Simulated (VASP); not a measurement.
O: single point with r2SCAN+D3(BJ)

The system is O.

```
CELL_PARAMETERS angstrom
7.77498 0.00000 0.00000
0.00000 7.77498 0.00000
0.00000 0.00000 7.77498
ATOMIC_POSITIONS crystal
O 0.72207 0.57068 0.67771
O 0.80106 0.51038 0.55886
O 0.30210 0.00774 0.42194
O 0.34800 0.90292 0.32091
O 0.00017 0.32023 0.88099
O 0.01393 0.16449 0.88697
O 0.08268 0.73684 0.98171
O 0.05727 0.72834 0.82840
O 0.25366 0.39189 0.58588
O 0.39087 0.37815 0.52441
O 0.42777 0.12408 0.87082
O 0.39520 0.97298 0.85111
O 0.69346 0.00164 0.57066
O 0.84494 0.96657 0.56028
O 0.38729 0.47340 0.10905
O 0.41859 0.53218 0.96617
O 0.73320 0.74835 0.21160
O 0.69582 0.82196 0.08332
O 0.66982 0.24086 0.21325
O 0.81057 0.17901 0.23406
```

The cell was built by a generator and needn't be a form met in nature.

```json
{
 "Program": "VASP 6.6.1",
 "Task": "single point",
 "Functional": "r2SCAN",
 "Dispersion": "D3(BJ)",
 "Potentials or basis": "VASP PAW PBE potentials, release 64 (O)",
 "Cutoff": "520 eV",
 "k mesh": "1 × 1 × 1",
 "Occupations": "fermi-dirac, width 0.05 eV",
 "Spin": "collinear spin, typed start",
 "Starting moments": "[0.58, 0.57, 0.58, 0.57, 0.58, 0.58, 0.57, 0.57, 0.57, 0.58, 0.57, 0.57, 0.57, 0.58, 0.58, 0.57, 0.57, 0.57, 0.57, 0.57] μB"
}
```

The pressure is 1.9 GPa and the largest force is 4.667 eV/Å. The band gap on the k mesh is 2.66 eV, direct, the net moment is 20.00 μB per cell and the site moments are O +0.83, +0.82, +0.84 μB. The valence electrons inside the program's atomic spheres are O 4.94, 4.97, 4.92, 4.93, 5.00, 4.91, 4.98 and the dispersion energy per atom is -0.017 eV.

Forces in eV/Å, atoms in the order of the input:
```
O   -0.793  0.595  1.168
O    0.775 -0.606 -1.168
O   -0.987  2.196  2.139
O    0.979 -2.224 -2.152
O   -0.054  0.519  0.011
O    0.061 -0.524  0.001
O    0.147  0.066  1.049
O   -0.148 -0.043 -1.036
O   -4.232  0.422  1.883
O    4.246 -0.395 -1.895
O    0.199  0.896  0.115
O   -0.196 -0.899 -0.117
O   -0.883  0.211  0.052
O    0.902 -0.236 -0.036
O   -0.006  0.110 -0.194
O   -0.024 -0.111  0.182
O    0.810 -1.601  2.788
O   -0.804  1.600 -2.792
O   -1.251  0.548 -0.189
O    1.260 -0.522  0.192
```

Stress tensor (GPa, compression positive):
```
 2.37 -0.95 -0.76
-0.95  1.25  0.36
-0.76  0.36  2.14
```

Levels at points of the mesh, in eV from the valence-band top:
Spin up:
| k point | band 68 | band 69 | band 70 | band 71 | band 72 | band 73 |
| --- | --- | --- | --- | --- | --- | --- |
| (0.00, 0.00, 0.00) | -0.16 | -0.03 | 0.00 | 7.04 | 8.23 | 8.48 |
Spin down:
```tsv
k point	band 46	band 47	band 48	band 49	band 50	band 51	band 52	band 53	band 54	band 55
(0.00, 0.00, 0.00)	-4.58	-4.53	-4.49	-4.44	-4.37	2.66	2.73	2.76	2.80	2.83
```

It took 3.7 min on 1 thread of Intel(R) Xeon(R) 6975P-C (Granite Rapids), on a shared host, peak memory 0.71 GiB.

Caveat: the standard files for N, O and F lose accuracy on very short bonds; the PAW data sets were made with another functional, which shifts forces and pressure a little. r2SCAN opens gaps a little over a GGA but as a rule still falls short of measured ones.
